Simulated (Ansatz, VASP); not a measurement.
**One calculation of Mg3TiO4 (a cell with a defect), two programs**

Contents of POSCAR:

```
Mg3TiO4
1.0
    4.4424000000      0.0000000000      0.0000000000
    0.0000000000      4.4424000000      0.0000000000
    0.0000000000      0.0000000000      4.4424000000
Ti O Mg
1 4 3
Direct
    0.0000000000      0.0000000000      0.0000000000
    0.5000000000      0.0000000000      0.0000000000
    0.5000000000      0.5000000000      0.5000000000
    0.0000000000      0.0000000000      0.5000000000
    0.0000000000      0.5000000000      0.0000000000
    0.0000000000      0.5000000000      0.5000000000
    0.5000000000      0.0000000000      0.5000000000
    0.5000000000      0.5000000000      0.0000000000
```

INCAR.step1

```
  PREC = Accurate
  ENCUT = 520
  ISMEAR = 0
  SIGMA = 0.02
  LREAL = F
  LASPH = T
  NELM = 150
  ISPIN = 2
  MAGMOM = 1 0 0 0 0 0 0 0
  LMAXMIX = 4
  NBANDS = 35
  GGA = PE
  ALGO = Normal
  EDIFF = 1E-4
  LWAVE = T
  LCHARG = F
```

The input INCAR.step2:

```
  PREC = Accurate
  ENCUT = 520
  EDIFF = 1E-7
  ISMEAR = 0
  SIGMA = 0.02
  LREAL = F
  LASPH = T
  NELM = 150
  ALGO = Normal
  ISIF = 2
  LWAVE = F
  LCHARG = F
  ISPIN = 2
  MAGMOM = 1 0 0 0 0 0 0 0
  LORBIT = 11
  LMAXMIX = 4
  METAGGA = R2SCAN
  LMIXTAU = T
  NBANDS = 35
  ISTART = 1
```

The input KPOINTS:

```
regular mesh
0
Gamma
  3 3 3
```

Input for Ansatz:

```yaml
crystal:
  lattice:
    - [4.4424, 0.0, 0.0]
    - [0.0, 4.4424, 0.0]
    - [0.0, 0.0, 4.4424]
  atoms:
    - { symbol: Ti, position: [0.0, 0.0, 0.0], spin: 1.0 }
    - { symbol: O, position: [0.5, 0.0, 0.0] }
    - { symbol: Mg, position: [0.0, 0.5, 0.5] }
    - { symbol: O, position: [0.5, 0.5, 0.5] }
    - { symbol: Mg, position: [0.5, 0.0, 0.5] }
    - { symbol: O, position: [0.0, 0.0, 0.5] }
    - { symbol: Mg, position: [0.5, 0.5, 0.0] }
    - { symbol: O, position: [0.0, 0.5, 0.0] }
magnetization:
  spin_polarized: true
hamiltonian:
  xc: r2scan
  pseudopotentials: { kind: paw }
basis:
  ecutwfc: 500
kpoints:
  mp_grid: { grid: [3, 3, 3] }
scf:
  occupations: { method: gaussian, width: 0.02 }
  lower_state_search: "off"
output:
  forces: true
  stress: true
```

Alike in both runs: task single point; functional r2SCAN; k mesh 3 × 3 × 3; occupations gaussian, width 0.02 eV; collinear spin.

```csv
,VASP,Ansatz
version,VASP 6.6.1,Ansatz 0.2.0
potentials or method,"VASP PAW PBE potentials, release 64 (Ti_sv, O, Mg)","PAW, plane waves, scalar-relativistic"
plane-wave cutoff (eV),520,500
valence electrons in the cell,42,66
```

|  | VASP | Ansatz | Ansatz less VASP |
| --- | --- | --- | --- |
| pressure (GPa) | -15.9 | -15.5 | +0.45 |
| net moment per atom (μB) | 0.24 | 0.24 | 0.000 |
| size of the moment on the site where the two differ most (μB) | 1.56 | 1.32 | -0.242 |

Site moments also hang on the region over which each program counts them. With one functional, cell and mesh, what is left measures potentials, basis and numerics. The two sets of potentials don't hold the same shells in valence. Ansatz warned: «stability_check_not_made».

Caveats: the k mesh is coarse (spacing up to 0.47 Å⁻¹), so the values aren't converged; so large a pressure means that the cell lies far from this level's equilibrium, or that cutoff or potentials fall short (VASP); the potentials were made for another functional, which shifts forces and pressure (VASP).
